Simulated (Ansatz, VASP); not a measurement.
# AlNi in two plane-wave programs, part 2 of 2

Wanted: the spread between two codes on one cell, functional and k mesh. The structure shown is the end of the Ansatz relaxation below.

VASP 6.6.1 and Ansatz 0.2.0.

So far: Starting point; Ansatz: relaxation, LDA; VASP: single point, LDA, pair 1; Differences.

## (6) VASP: single point, LDA, pair 2

Level of this step: LDA, no spin polarisation; plane waves and PAW (Al, Ni) (VASP).

The same cell, functional (in two slightly different forms), mesh and smearing now go to VASP, with its own data sets.

INCAR

```
SYSTEM = AlNi
PREC = Accurate
ENCUT = 600
EDIFF = 1E-06
NELM = 120
ISMEAR = 1
SIGMA = 0.2
LREAL = .FALSE.
ALGO = Normal
GGA = PW92
NBANDS = 12
LASPH = .TRUE.
LORBIT = 11
LWAVE = .FALSE.
LCHARG = .FALSE.
ISIF = 2
GGA_COMPAT = .FALSE.
KPAR = 2
```

POSCAR

```
AlNi
1.0
    2.8468382822      0.0133975008      0.0000000000
    0.0133975008      2.8468382822      0.0000000000
    0.0000000000      0.0000000000      2.8152022636
Al Ni
1 1
Direct
    0.0000000000      0.0000000000      0.0000000000
    0.5000000000      0.5000000000      0.5000000000
```

KPOINTS

```
Automatic mesh
0
Gamma
16 16 16
0 0 0
```

The projector-augmented-wave data sets are Al and Ni (LDA family, release 64).

On the command line:

```console
> mpirun -np 2 vasp_std
```

Numbers of over 12 decimals in the logs are rounded to 6 here.

Output:

```text
[banner, memory and clock lines left out]
running    2 mpi-ranks, on    1 nodes
[...]
[... a notice as in an earlier step ...]

 LDA part: xc-table for (Slater(with rela. corr.)+PW92), standard interpolation
 POSCAR, INCAR and KPOINTS ok, starting setup
[...]
entering main loop
       N       E                     dE             d eps       ncg     rms          rms(c)
DAV:   1     0.440922405867E+02    0.44092E+02   -0.62049E+03 15892   0.130E+03
DAV:   2    -0.117872523697E+02   -0.55879E+02   -0.51619E+02 16136   0.209E+02
DAV:   3    -0.135862712441E+02   -0.17990E+01   -0.17762E+01 19216   0.439E+01
DAV:   4    -0.136099435102E+02   -0.23672E-01   -0.23664E-01 17556   0.452E+00
[...]
DAV:  10    -0.121868413544E+02    0.35066E-03   -0.10540E-03 19156   0.479E-01    0.793E-02
DAV:  11    -0.121868422363E+02   -0.88186E-06   -0.32588E-05 18428   0.499E-02    0.234E-02
DAV:  12    -0.121868416742E+02    0.56212E-06   -0.35065E-06 15932   0.322E-02
   1 F= -.12186842E+02 E0= -.12187125E+02  d E =0.848766E-03
```

OUTCAR, selected parts (step 6):

```text
  Total       -0.1307012     -0.1307012      0.0458908     -0.1742294      0.0000000      0.0000000
  in kB       -9.1783516     -9.1783516      3.2226346    -12.2350687      0.0000000      0.0000000
  external PRESSURE =      -5.0446895 kB  Pullay stress =       0.0000000 kB

 POSITION                                       TOTAL-FORCE (eV/Angst)
 -----------------------------------------------------------------------------------
      0.00000      0.00000      0.00000        -0.000000      0.000000      0.000000
      1.43012      1.43012      1.40760         0.000000      0.000000      0.000000
 -----------------------------------------------------------------------------------
    total drift:                                0.000000      0.000000     -0.000000

  FREE ENERGIE OF THE ION-ELECTRON SYSTEM (eV)
  ---------------------------------------------------
  free  energy   TOTEN  =       -12.1868416742 eV

  energy  without entropy=      -12.1876904403  energy(sigma->0) =      -12.18712460

[... 1 part as in an earlier step ...]

[... 2 further parts left out ...]
[key lines of the parts left out:]
E-fermi :  10.3883
```

The run ends at a pressure of -0.50 GPa.

## (7) Side by side

What differs besides the data sets and the points named for the pairs above, as far as they apply: the data sets hold 21 valence electrons in Ansatz (on its PAW soft_1 files) and 13 in VASP. Total energies have different zeros and are not compared.

Compared:

| quantity | Ansatz | VASP | difference |
| --- | --- | --- | --- |
| pressure (GPa) | -0.81 | -0.50 | -0.31 |

## (8) Ansatz: relaxation, LDA

This run makes the geometry at which the two programs are then compared. The cell compared in this pair holds 22.92 Å³, against 22.82 Å³ for the pair before.

The structure compared here is the end of the Ansatz relaxation.

input.yaml

```yaml
crystal:
  lattice:
    - [2.8609978653, 0.0275570838, 0.0]
    - [0.0275570838, 2.8609978653, 0.0]
    - [0.0, 0.0, 2.8152022636]
  atoms:
    - { symbol: Al, position: [0.0, 0.0, 0.0] }
    - { symbol: Ni, position: [0.5, 0.5, 0.5] }
  conventional_axes: [[1, 1, 0], [-1, 1, 0], [0, 0, 1]]
kpoints:
  mp_grid: { grid: [16, 16, 16] }
hamiltonian:
  xc: lda
  pseudopotentials: { kind: paw, azcp: { folder: soft_1 }, xc_functional: pbe }
scf:
  occupations: { method: methfessel_paxton, width: 0.2 }
output:
  forces: true
  stress: true
  eigenvalues: true
relax:
  adjacent_minimum: "off"
  f_tol: 0.001
  max_steps: 60
  cell: { stress_tol: 0.01, fix: [a, angles] }
```

On the command line:

```console
> ansatz run input.yaml --threads 4 --pin off --max-ram 10240MiB --backend cpu --events-out ev --progress --plain --runs-dir out
```

Output:

```text
[...]
Crystal: 2 atoms, lattice volume = 23.041 Å³
Basis set: ecut = 420 eV, 461 PW (Γ)
Bands: 15, of which v1, the nominal top of the filled ones, is band 11 counted from 1 (10 counted from 0)
Symmetry: 8 space group operations
[...]
k-points: 657 of 4096
[...]
k-point 656: bands = [... 7 lower, 13.1910, 13.2524, 16.0798, 16.2343, 16.3343, 18.2537, 18.7803, 18.9305]
--- Relaxed structure (4 steps of the walk, 4 accepted, 1 SCFs on fresh bases) ---
[...]
cell:  # Å, volume = 22.9233 Å³
    - [2.861949, 0.026606, 0.0]
    - [0.026606, 2.861949, 0.0]
    - [0.0, 0.0, 2.798929]
  atoms:
    - { symbol: Al, position: [0, 0, 0.0] }
    - { symbol: Ni, position: [0.500000, 0.500000, 0.5] }
[key lines of the parts left out:]
SCF converged after 4 iterations
Free energy (F): -6287.667723 eV
Fermi energy:    14.264150 eV
P = ⅓ Tr σ = -1.5894 GPa (-15.894 kbar)
```

## (9) VASP: single point, LDA, pair 3

The same cell, functional (in two slightly different forms), mesh and smearing now go to VASP, with its own data sets.

INCAR is that of step 6.

POSCAR

```
AlNi
1.0
    2.8619485270      0.0266064221      0.0000000000
    0.0266064221      2.8619485270      0.0000000000
    0.0000000000      0.0000000000      2.7989290534
Al Ni
1 1
Direct
    0.0000000000      0.0000000000      0.0000000000
    0.5000000000      0.5000000000      0.5000000000
```

KPOINTS is that of step 6.

On the command line:

```console
> mpirun -np 2 vasp_std
```

Output:

```text
[... set-up lines as in an earlier step ...]
 entering main loop
       N       E                     dE             d eps       ncg     rms          rms(c)
DAV:   1     0.444208075038E+02    0.44421E+02   -0.62604E+03 15952   0.130E+03
DAV:   2    -0.117572176381E+02   -0.56178E+02   -0.51908E+02 16164   0.210E+02
DAV:   3    -0.135777811916E+02   -0.18206E+01   -0.17960E+01 18988   0.441E+01
DAV:   4    -0.136019811869E+02   -0.24200E-01   -0.24192E-01 17496   0.458E+00
[...]
DAV:  10    -0.121819015966E+02    0.35689E-03   -0.10688E-03 19084   0.482E-01    0.791E-02
DAV:  11    -0.121819027967E+02   -0.12001E-05   -0.34003E-05 18884   0.528E-02    0.226E-02
DAV:  12    -0.121819022000E+02    0.59674E-06   -0.34585E-06 15296   0.316E-02
   1 F= -.12181902E+02 E0= -.12182054E+02  d E =0.455706E-03
```

OUTCAR, selected parts (step 9):

```text
  Total       -0.3001227     -0.3001227      0.0490150     -0.3428442      0.0000000      0.0000000
  in kB      -20.9764234    -20.9764234      3.4257977    -23.9623463      0.0000000      0.0000000
  external PRESSURE =     -12.8423497 kB  Pullay stress =       0.0000000 kB

 POSITION                                       TOTAL-FORCE (eV/Angst)
 -----------------------------------------------------------------------------------
      0.00000      0.00000      0.00000        -0.000000      0.000000      0.000000
      1.44428      1.44428      1.39946         0.000000      0.000000      0.000000
 -----------------------------------------------------------------------------------
    total drift:                                0.000000      0.000000     -0.000000

  FREE ENERGIE OF THE ION-ELECTRON SYSTEM (eV)
  ---------------------------------------------------
  free  energy   TOTEN  =       -12.1819022000 eV

  energy  without entropy=      -12.1823579064  energy(sigma->0) =      -12.18205410

[... 1 part as in an earlier step ...]

[... 2 further parts left out ...]
[key lines of the parts left out:]
E-fermi :  10.3228
```

The run ends at a pressure of -1.28 GPa.

## (10) Differences

What differs besides the data sets and the points named for the pairs above, as far as they apply: the data sets hold 21 valence electrons in Ansatz (on its PAW soft_1 files) and 13 in VASP. Total energies have different zeros and are not compared.

Compared:

| quantity | Ansatz | VASP | difference |
| --- | --- | --- | --- |
| pressure (GPa) | -1.59 | -1.28 | -0.31 |

## (11) Outcome

```yaml
difference_in_pressure_single_point_lda_pair_1: -0.32 GPa
difference_in_pressure_single_point_lda_pair_2: -0.31 GPa
difference_in_pressure_single_point_lda_pair_3: -0.31 GPa
```

The difference in pressure is -0.32 GPa (single point, LDA, pair 1), within the 1 GPa picked in this series as the mark of a large difference. The data sets hold unlike numbers of valence electrons (21 in Ansatz and 13 in VASP), so part of the differences comes from the potentials. 5 further runs of this series are not shown here. Such differences can come from data sets, numerical settings and the points named under the comparisons, not from the functional's error against experiment.

[Lines on the potential files, build, host, timing and source positions are cut from VASP's logs without a mark.]

[Logs are printed without paths, hosts, clocks, repeated set-up lines and the standing remarks that a program may print on its own settings, such as how far it seeks lower states.]

[Hosts, paths, dates, database ids (printed as entryN), source tags and the programs' standing remarks are cut or masked in the printed files.]
